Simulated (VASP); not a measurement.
# Relaxed cell of ZrC: a test of cutoff and mesh, part 2 of 2

How far does the relaxed cell of ZrC depend on cutoff and k mesh? The starting structure is a measured crystal structure from the Crystallography Open Database.

VASP 6.6.1.

Results so far: reference 12.74 Å³ an atom; a cutoff of 400 eV 12.69 Å³ an atom; a 6×6×6 mesh 12.75 Å³ an atom.

The database entry behind the starting cell differs from later determinations by our own check (an axis about 0.7 % long against later determinations), so it need not match the best structure at ambient conditions.

## Step 5: Relaxation with a cutoff of 680 eV

Level of this step: PBEsol; plane waves and PAW (Zr_sv, C) (VASP).

Against step 2 the input has ENCUT = 680. This run starts from the cell of an earlier relaxation, which isn't shown; the restart sets up the plane waves anew.

Input file INCAR:

```
SYSTEM = ZrC
PREC = Accurate
ENCUT = 680
EDIFF = 1E-06
NELM = 100
ISMEAR = 1
SIGMA = 0.1
LREAL = .FALSE.
ALGO = Normal
GGA = PS
NBANDS = 14
LORBIT = 11
LWAVE = .FALSE.
LCHARG = .FALSE.
KPAR = 2
IBRION = 2
NSW = 50
ISIF = 3
EDIFFG = -0.01
```

Input file POSCAR:

```
ZrC
1.0
    0.0000000000      2.3354116517      2.3354116517
    2.3354116517      0.0000000000      2.3354116517
    2.3354116517      2.3354116517      0.0000000000
Zr C
1 1
Direct
    0.5000000000      0.5000000000      0.5000000000
    0.0000000000      0.0000000000      0.0000000000
```

Input file KPOINTS:

```
Automatic mesh
0
Gamma
10 10 10
0 0 0
```

PAW data sets: Zr_sv and C (PBE family, release 64).

On the command line:

```sh
> mpirun -np 2 vasp_std
```

Log:

```text
[... set-up lines as in an earlier step ...]
 entering main loop
       N       E                     dE             d eps       ncg     rms          rms(c)
DAV:   1     0.125257934658E+03    0.12526E+03   -0.10209E+04  1316   0.142E+03
DAV:   2    -0.160820267991E+02   -0.14134E+03   -0.13073E+03  1574   0.338E+02
DAV:   3    -0.235708742602E+02   -0.74888E+01   -0.73815E+01  2226   0.688E+01
DAV:   4    -0.237817632488E+02   -0.21089E+00   -0.21085E+00  1562   0.772E+00
[...]
DAV:  11    -0.205728119261E+02    0.35084E-03   -0.11205E-03  1460   0.273E-01    0.519E-02
DAV:  12    -0.205728084946E+02    0.34315E-05   -0.22237E-05  1680   0.351E-02    0.876E-03
DAV:  13    -0.205728080461E+02    0.44850E-06   -0.81188E-07  1070   0.749E-03
   1 F= -.20572808E+02 E0= -.20572928E+02  d E =-.205728E+02
[...]
reached required accuracy - stopping structural energy minimisation
```

Wall time 5.6 s (2 MPI ranks of Intel Xeon 6975P-C (Granite Rapids), shared host); peak memory 0.31 GiB; 10 s of CPU time.

Parts of OUTCAR (step 5):

```text
  Total        0.0025462      0.0025462      0.0025462      0.0000000      0.0000000      0.0000000
  in kB        0.1601316      0.1601316      0.1601316      0.0000000      0.0000000      0.0000000
  external PRESSURE =       0.1601316 kB  Pullay stress =       0.0000000 kB

 POSITION                                       TOTAL-FORCE (eV/Angst)
 -----------------------------------------------------------------------------------
      2.33541      2.33541      2.33541        -0.000000      0.000000      0.000000
      0.00000      0.00000      0.00000         0.000000     -0.000000     -0.000000
 -----------------------------------------------------------------------------------
    total drift:                                0.000000      0.000000      0.000000

  FREE ENERGIE OF THE ION-ELECTRON SYSTEM (eV)
  ---------------------------------------------------
  free  energy   TOTEN  =       -20.5728080461 eV

  energy  without entropy=      -20.5731670784  energy(sigma->0) =      -20.57292772

[... 2 parts as in an earlier step ...]

[... 2 further parts left out ...]
[key lines of the parts left out:]
E-fermi :   9.7201
```

With a cutoff of 680 eV the cell ends at 12.738 Å³ an atom, -0.02 % from the reference.

## Step 6: Relaxation with a 14×14×14 mesh

Against step 2 the input has a 14×14×14 mesh. This run starts from the cell of an earlier relaxation, which isn't shown; the restart sets up the plane waves anew.

Changes to INCAR since step 5:

```diff
@@ -2,3 +2,3 @@
 PREC = Accurate
-ENCUT = 680
+ENCUT = 520
 EDIFF = 1E-06
```

Input file POSCAR:

```
ZrC
1.0
    0.0000000000      2.3356725628      2.3356725628
    2.3356725628      0.0000000000      2.3356725628
    2.3356725628      2.3356725628      0.0000000000
Zr C
1 1
Direct
    0.5000000000      0.5000000000      0.5000000000
    0.0000000000      0.0000000000      0.0000000000
```

Input file KPOINTS:

```
Automatic mesh
0
Gamma
14 14 14
0 0 0
```

On the command line:

```sh
> mpirun -np 2 vasp_std
```

Log:

```text
[... set-up lines as in an earlier step ...]
 entering main loop
       N       E                     dE             d eps       ncg     rms          rms(c)
DAV:   1     0.100059232638E+03    0.10006E+03   -0.87149E+03  2912   0.115E+03
DAV:   2    -0.173696457723E+02   -0.11743E+03   -0.11040E+03  3704   0.303E+02
DAV:   3    -0.235789863605E+02   -0.62093E+01   -0.61644E+01  4642   0.602E+01
DAV:   4    -0.237804955573E+02   -0.20151E+00   -0.20147E+00  3618   0.677E+00
[...]
DAV:  11    -0.205726500216E+02    0.28423E-03   -0.94262E-04  3296   0.253E-01    0.525E-02
DAV:  12    -0.205726465171E+02    0.35045E-05   -0.19642E-05  3768   0.323E-02    0.949E-03
DAV:  13    -0.205726461419E+02    0.37519E-06   -0.93513E-07  2488   0.741E-03
   1 F= -.20572646E+02 E0= -.20572576E+02  d E =-.205726E+02
[...]
reached required accuracy - stopping structural energy minimisation
```

The job ended after 9.8 s (2 MPI ranks; peak memory 0.34 GiB).

Parts of OUTCAR (step 6):

```text
  Total        0.0028638      0.0028638      0.0028638      0.0000000      0.0000000     -0.0000000
  in kB        0.1800484      0.1800484      0.1800484      0.0000000      0.0000000     -0.0000000
  external PRESSURE =       0.1800484 kB  Pullay stress =       0.0000000 kB

 POSITION                                       TOTAL-FORCE (eV/Angst)
 -----------------------------------------------------------------------------------
      2.33567      2.33567      2.33567        -0.000000      0.000000     -0.000000
      0.00000      0.00000      0.00000         0.000000     -0.000000      0.000000
 -----------------------------------------------------------------------------------
    total drift:                                0.000000      0.000000      0.000000

  FREE ENERGIE OF THE ION-ELECTRON SYSTEM (eV)
  ---------------------------------------------------
  free  energy   TOTEN  =       -20.5726461419 eV

  energy  without entropy=      -20.5724361962  energy(sigma->0) =      -20.57257616

[... 1 part as in an earlier step ...]

[... 3 further parts left out ...]
[key lines of the parts left out:]
E-fermi :   9.7294
```

With a 14×14×14 mesh the cell ends at 12.742 Å³ an atom, +0.01 % from the reference.

## Step 7: All runs side by side

```tsv
run	volume (Å³/atom)	change (%)	pressure left (GPa)	core minutes
reference	12.741	-	0.03	0.693
a cutoff of 400 eV	12.69	-0.39	0.0	0.427
a 6×6×6 mesh	12.748	0.06	0.01	0.34
a cutoff of 680 eV	12.738	-0.02	0.02	0.727
a 14×14×14 mesh	12.742	0.01	0.02	1.29
```

Core minutes are wall time times ranks, summed over the relaxations behind a row (those for a bulk modulus apart), on shared hosts.

## Step 8: What came out

- volume of the reference: 12.74 Å³/atom
- volume against the reference, a cutoff of 400 eV: -0.39 %
- volume against the reference, a 6×6×6 mesh: +0.06 %
- volume against the reference, a cutoff of 680 eV: -0.02 %
- volume against the reference, a 14×14×14 mesh: +0.01 %

The volume moves most with a cutoff of 400 eV: -0.39 % against the reference (520 eV, 10×10×10 mesh). On finer settings it changes by -0.02 % with a cutoff of 680 eV and +0.01 % with a 14×14×14 mesh. The relaxations stop with up to 0.03 GPa left, which at a bulk modulus of 50 GPa, to name a scale, is 0.07 % of the volume. A cell that shrinks at the lower cutoff is the usual mark of Pulay stress, the error that a plane-wave basis makes when it is kept while the volume changes. Further runs on this material are not shown.

[Lines on the potential files, build, host, timing and source positions are cut from VASP's logs without a mark.]

[Logs are printed without paths, hosts, clocks, repeated set-up lines and the standing remarks that a program may print on its own settings, such as how far it seeks lower states.]

[Hosts, paths, dates, database ids (printed as entryN), source tags and the programs' standing remarks are cut or masked in the printed files.]
